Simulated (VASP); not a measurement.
**PbI2 (relaxed from the layer:2H-MoS2 structure): computed properties**

Calculation: PBEsol GGA, VASP's PBE PAW potentials (set 64) (plane waves; VASP).

| Quantity | Value |
|---|---|
| space group | P-6m2 (187) |
| cell | a = b = 4.378 Å, c = 17.329 Å, α = β = 90.00°, γ = 120.00° |
| band gap (over mesh and band path) | 2.45 eV |
| smallest direct gap (over mesh and band path) | 2.82 eV |
| band-edge character | indirect, K-Γ at 0.66 to K |

```cif
data_I2Pb
_chemical_formula_sum 'Pb1 I2'
_space_group_name_H-M_alt 'P 1'
_space_group_IT_number 1
_cell_length_a 4.37823
_cell_length_b 4.37823
_cell_length_c 17.32866
_cell_angle_alpha 90.000
_cell_angle_beta 90.000
_cell_angle_gamma 120.000
loop_
_space_group_symop_operation_xyz
  'x, y, z'
loop_
_atom_site_label
_atom_site_type_symbol
_atom_site_fract_x
_atom_site_fract_y
_atom_site_fract_z
_atom_site_occupancy
Pb1 Pb 0.66667 0.33333 0.50000 1
I1 I 0.33333 0.66667 0.38369 1
I2 I 0.33333 0.66667 0.61631 1
```

The cell holds vacuum, so volume and density refer to the whole cell. The cell holds a wide vacuum, so values per volume refer to the whole cell. Unless said otherwise, spin-orbit coupling is left out, though it shifts the bands of the heavy elements here.

The cell is a sheet with vacuum, built from a generated structure.
